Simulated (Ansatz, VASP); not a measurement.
## GaB: VASP beside Ansatz

```
Ga B
1.0
     2.71824    0.00000    0.00000
     0.00000    2.71824    0.00000
     0.00000    0.00000    3.23621
Ga B
1 1
Direct
  0.51290 0.50437 0.48718
  0.99628 0.99025 0.99379
```

Change from the starting cell: atoms moved at random, drawn with an rms of 0.05 Å.

Alike in both runs: task single point; functional PBE; k mesh 10 × 10 × 8; occupations fermi-dirac, width 0.05 eV; no spin polarisation.

|  | VASP | Ansatz |
| --- | --- | --- |
| version | VASP 6.6.1 | Ansatz 0.2.0 |
| potentials or method | VASP PAW PBE potentials, release 64 (Ga_d, B) | Ansatz PAW |
| plane-wave cutoff (eV) | 520 | 420 |
| valence electrons in the cell | 16 | 16 |

Ansatz gave:

| Property | Result |
| --- | --- |
| gap on the k mesh at the Fermi level (eV) | none |
| pressure (GPa) | 0.0 |
| largest component of the traceless stress (GPa) | 0.52 |
| rms of the force components (eV/Å) | 0.031 |

Estimate VASP's values.

gap on the k mesh at the Fermi level (eV): none; pressure (GPa): 0.1; largest component of the traceless stress (GPa): 0.52; rms of the force components (eV/Å): 0.030.

Atom by atom the forces differ by 0.001 eV/Å (rms over components). A gap of «none» marks a metal or a gap that the smearing closes.
